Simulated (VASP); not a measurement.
OSZICAR of a VASP run on Sr:

OSZICAR:
```
       N       E                     dE             d eps       ncg     rms          rms(c)
DAV:   1     0.187682784751E+04    0.18768E+04   -0.11008E+05  1004   0.119E+03
DAV:   2     0.141283877236E+03   -0.17355E+04   -0.16971E+04  1066   0.333E+02
DAV:   3    -0.313078779827E+02   -0.17259E+03   -0.16903E+03  1448   0.693E+01
DAV:   4    -0.492083631922E+02   -0.17900E+02   -0.17634E+02  1448   0.211E+01
DAV:   5    -0.506193356768E+02   -0.14110E+01   -0.13911E+01  1360   0.433E+00    0.643E+01
DAV:   6    -0.505194792383E+02    0.99856E-01   -0.67491E-01  1264   0.210E+00    0.368E+01
DAV:   7    -0.504408010803E+02    0.78678E-01   -0.33981E-01  1344   0.199E+00    0.124E+00
DAV:   8    -0.504412226274E+02   -0.42155E-03   -0.17174E-02  1360   0.287E-01    0.465E-01
DAV:   9    -0.504417308473E+02   -0.50822E-03   -0.18771E-03  1520   0.804E-02    0.119E-01
DAV:  10    -0.504418132811E+02   -0.82434E-04   -0.21108E-04  1216   0.381E-02    0.655E-02
DAV:  11    -0.504418089495E+02    0.43317E-05   -0.13215E-05  1280   0.102E-02    0.144E-02
DAV:  12    -0.504418110580E+02   -0.21086E-05   -0.34628E-06  1288   0.431E-03    0.194E-03
DAV:  13    -0.504418111162E+02   -0.58175E-07   -0.10846E-07   752   0.720E-04
   1 F= -.50441811E+02 E0= -.50373745E+02  d E =-.136132E+00
 Found     1 degrees of freedom:
       N       E                     dE             d eps       ncg     rms          rms(c)
DAV:   1    -0.504407844879E+02    0.10266E-02   -0.55658E-01  1376   0.110E+00    0.216E-01
DAV:   2    -0.504415389503E+02   -0.75446E-03   -0.11125E-02  1432   0.207E-01    0.867E-02
DAV:   3    -0.504416147831E+02   -0.75833E-04   -0.10737E-03  1984   0.400E-02    0.373E-02
DAV:   4    -0.504416169794E+02   -0.21963E-05   -0.17363E-05  2032   0.690E-03    0.210E-02
DAV:   5    -0.504416175644E+02   -0.58491E-06   -0.26486E-06  1872   0.383E-03    0.880E-03
DAV:   6    -0.504416176519E+02   -0.87581E-07   -0.81705E-07  1792   0.185E-03
   2 F= -.50441618E+02 E0= -.50373561E+02  d E =-.136113E+00
       N       E                     dE             d eps       ncg     rms          rms(c)
DAV:   1    -0.504384906803E+02    0.31269E-02   -0.20880E+00  1332   0.284E+00    0.425E-01
DAV:   2    -0.504413218498E+02   -0.28312E-02   -0.42222E-02  1422   0.409E-01    0.171E-01
DAV:   3    -0.504416084046E+02   -0.28655E-03   -0.40178E-03  2056   0.800E-02    0.767E-02
DAV:   4    -0.504416152648E+02   -0.68602E-05   -0.68717E-05  1904   0.146E-02    0.417E-02
DAV:   5    -0.504416172452E+02   -0.19804E-05   -0.11510E-05  1880   0.827E-03    0.175E-02
DAV:   6    -0.504416176483E+02   -0.40310E-06   -0.32354E-06  1936   0.368E-03    0.533E-03
DAV:   7    -0.504416176358E+02    0.12482E-07   -0.43533E-07  1424   0.173E-03
   3 F= -.50441618E+02 E0= -.50373561E+02  d E =-.136113E+00
```

Question: Which electronic solver shows in the log?

Answer: It is blocked Davidson (ALGO = Normal, or the opening steps of other solvers). The INCAR had ALGO = Normal.

Question: Can the final energy be trusted as converged?

Answer: Self-consistency was reached. It stopped with EDIFF = 1E-7, NELM = 100 (LDA (Ceperley-Alder, Perdew-Zunger), plane waves, VASP's LDA PAW potentials (set 64)).

The cell is a supercell, built from Sr (fcc).
